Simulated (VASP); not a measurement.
Level of theory: PBE GGA with D3 dispersion (zero damping), VASP's PBE PAW potentials (set 64) (plane waves; VASP 6.6.1).

VASP ran on this input.

File KPOINTS:
```
Automatic mesh
0
Gamma
9 9 9
0 0 0
```

**INCAR**
```
SYSTEM = BAs
PREC = Accurate; ENCUT = 520; LREAL = .FALSE.
LASPH = .TRUE.
EDIFF = 1E-6; NELM = 100; ALGO = Normal
LMAXMIX = 4
ISMEAR = 0; SIGMA = 0.05
GGA = PE; IVDW = 11
IBRION = 2; NSW = 60; ISIF = 3
EDIFFG = -0.01
LWAVE = .FALSE.; LCHARG = .FALSE.
```

POSCAR:
```
BAs
1
    0.0000000000     2.3900000000     2.3900000000
    2.3900000000     0.0000000000     2.3900000000
    2.3900000000     2.3900000000     0.0000000000
B As
1 1
Direct
  0.0000000000   0.0000000000   0.0000000000
  0.2500000000   0.2500000000   0.2500000000
```

POTCAR, in this order: B As (PBE.64 set). Program: vasp_std.

What will the output report for the number of irreducible k-points (NKPTS), largest plane-wave count, number of space-group operations, FFT grid (NGX, NGY, NGZ)?

| Property | Value |
|---|---|
| number of irreducible k-points (NKPTS) | 35 |
| largest plane-wave count | 751 |
| number of space-group operations | 24 |
| FFT grid (NGX, NGY, NGZ) | 28 × 28 × 28 |

The compound is BAs in the zinc blende structure. This run relaxes it. Symmetry was kept, so distortions that lower it aren't found.
